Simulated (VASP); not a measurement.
Band gaps of BaHfO3 (cubic perovskite) from VASP (PAW), without and with spin-orbit coupling. Semilocal levels are at their own relaxed cell, hybrids and mBJ at PBE's; 0.00 means no gap at that level. Unless said otherwise, spin-orbit coupling is left out, though it shifts the bands of the heavy elements here.

The cell of the PBEsol run:

```yaml
crystal:
  lattice:
    - [4.15490, 0.00000, 0.00000]
    - [0.00000, 4.15490, 0.00000]
    - [0.00000, 0.00000, 4.15490]
  atoms:
    - { symbol: Ba, position: [0.00000, 0.00000, 0.00000] }
    - { symbol: Hf, position: [0.50000, 0.50000, 0.50000] }
    - { symbol: O, position: [0.50000, 0.00000, 0.50000] }
    - { symbol: O, position: [0.00000, 0.50000, 0.50000] }
    - { symbol: O, position: [0.50000, 0.50000, 0.00000] }
```

| level | gap without SOC (eV) | gap with SOC (eV) | shift (eV) |
|---|---|---|---|
| PBEsol | 3.50 | [?] | [?] |
| r2SCAN | 4.12 | [?] | [?] |

Task: Fill in the missing entries.

Result: 
- PBEsol, gap with SOC (eV): 3.39
- PBEsol, shift (eV): -0.11
- r2SCAN, gap with SOC (eV): 4.00
- r2SCAN, shift (eV): -0.12

Only levels that ran to the end are used. Left out are those held back, those with too coarse a band path, GW runs whose mesh misses a band edge, hybrids' fits of cells that aren't cubic and levels without matching references; a question may draw on a part of the rest.

The compound is BaHfO3 in the cubic perovskite structure.
